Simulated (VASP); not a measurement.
Input of a VASP 6.6.1 run:

The input INCAR:

```
PREC     = Accurate       # precision mode
ENCUT    = 600            # plane-wave cutoff, eV
EDIFF    = 1E-6           # SCF threshold, eV
ISMEAR   = 0              # smearing method
SIGMA    = 0.1            # smearing width, eV
LREAL    = False          # projectors in reciprocal space
LASPH    = True           # aspherical terms in the spheres
NELM     = 80             # most SCF steps
ALGO     = Normal         # electronic algorithm
ISIF     = 3              # what is computed and relaxed
LWAVE    = False          # write WAVECAR
LCHARG   = False          # write CHGCAR
GGA      = PE             # functional
IBRION   = 2              # ionic algorithm
NSW      = 90             # ionic steps
EDIFFG   = -0.04          # ionic threshold
```

KPOINTS

```
Automatic mesh
0
Gamma
  6 6 6
```

POSCAR

```
BeB3
1.0
    0.0000000000      2.9336361500      2.9336361500
    2.9336361500      0.0000000000      2.9336361500
    2.9336361500      2.9336361500      0.0000000000
Be B
2 6
Direct
    0.7500000000      0.7500000000      0.7500000000
    0.5000000000      0.5000000000      0.5000000000
    0.0000000000      0.0000000000      0.0000000000
    0.2500000000      0.2500000000      0.2500000000
    0.1250000000      0.1250000000      0.1250000000
    0.1250000000      0.1250000000      0.6250000000
    0.1250000000      0.6250000000      0.1250000000
    0.6250000000      0.1250000000      0.1250000000
```

Potentials or basis: VASP PAW PBE potentials, release 64 (Be, B).

Launch:

```sh
$ cat potpaw_PBE.64/Be/POTCAR potpaw_PBE.64/B/POTCAR > POTCAR
$ mpirun -np 1 vasp_std > vasp.out
```

Q: What does it give for the relaxed volume?

A: 12.15 Å³/atom.

Q: Predict the relaxed cell.

A: a = 5.161 Å, b = 5.161 Å, c = 5.161 Å, α = 60.00°, β = 60.00°, γ = 60.00°.

Q: Predict the space group after relaxing (to 0.05 Å).

A: Fd-3m (No. 227).

Q: Estimate the band gap on the k mesh.

A: None (metal or under the smearing width).

Final structure:
```
CELL_PARAMETERS angstrom
0.00000 3.64933 3.64933
3.64933 0.00000 3.64933
3.64933 3.64933 0.00000
ATOMIC_POSITIONS crystal
Be 0.75000 0.75000 0.75000
Be 0.50000 0.50000 0.50000
B 0.00000 0.00000 0.00000
B 0.25000 0.25000 0.25000
B 0.12500 0.12500 0.12500
B 0.12500 0.12500 0.62500
B 0.12500 0.62500 0.12500
B 0.62500 0.12500 0.12500
```

Caveat: the volume moved by over 15 % at a fixed basis, so the end points are rough.
